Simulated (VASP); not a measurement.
Given:

```
CELL_PARAMETERS angstrom
      3.59670     0.00000     0.00000
      0.00000     3.59670     0.00000
      0.00000     0.00000     3.59670
ATOMIC_POSITIONS crystal
  Si 0.00000 0.00000 0.00000
  Ni 0.00000 0.50000 0.50000
  Ni 0.50000 0.00000 0.50000
  Ni 0.50000 0.50000 0.00000
```

The numbers are results of PBE GGA, VASP's PBE PAW potentials (set 64) (plane waves; VASP), not measurements. Settings: 300 eV cut-off, 7×7×7 Γ-centred mesh, Gaussian smearing of 0.27 eV, potentials Si Ni.

Q: Give the energies of bands 7 to 20 at the high-symmetry points, in eV from the Fermi level.

A: 
```json
[
 {"band": "7", "Γ": "-3.22", "X": "-2.62", "M": "-2.48", "R": "-3.50"},
 {"band": "8", "Γ": "-1.45", "X": "-2.02", "M": "-2.48", "R": "-2.04"},
 {"band": "9", "Γ": "-1.45", "X": "-2.02", "M": "-1.94", "R": "-2.04"},
 {"band": "10", "Γ": "-1.45", "X": "-1.89", "M": "-1.94", "R": "-2.04"},
 {"band": "11", "Γ": "-0.86", "X": "-1.80", "M": "-1.44", "R": "-1.35"},
 {"band": "12", "Γ": "-0.86", "X": "-1.24", "M": "-1.35", "R": "-1.35"},
 {"band": "13", "Γ": "-0.86", "X": "-1.24", "M": "-1.35", "R": "-1.35"},
 {"band": "14", "Γ": "-0.63", "X": "-1.22", "M": "-1.34", "R": "-1.18"},
 {"band": "15", "Γ": "-0.63", "X": "-1.09", "M": "-1.06", "R": "-1.18"},
 {"band": "16", "Γ": "-0.34", "X": "-0.57", "M": "-0.97", "R": "-0.32"},
 {"band": "17", "Γ": "-0.05", "X": "-0.05", "M": "-0.92", "R": "-0.26"},
 {"band": "18", "Γ": "-0.05", "X": "3.25", "M": "0.51", "R": "-0.26"},
 {"band": "19", "Γ": "-0.05", "X": "3.25", "M": "0.51", "R": "-0.26"},
 {"band": "20", "Γ": "4.06", "X": "4.56", "M": "5.07", "R": "0.83"}
]
```

It has no gap at this level: it comes out as a metal or semimetal.

The structure is a typed Ni3Si crystal (Pm-3m). The cell was not relaxed at this level. The run is not spin-polarised, so no magnetic state was tried.
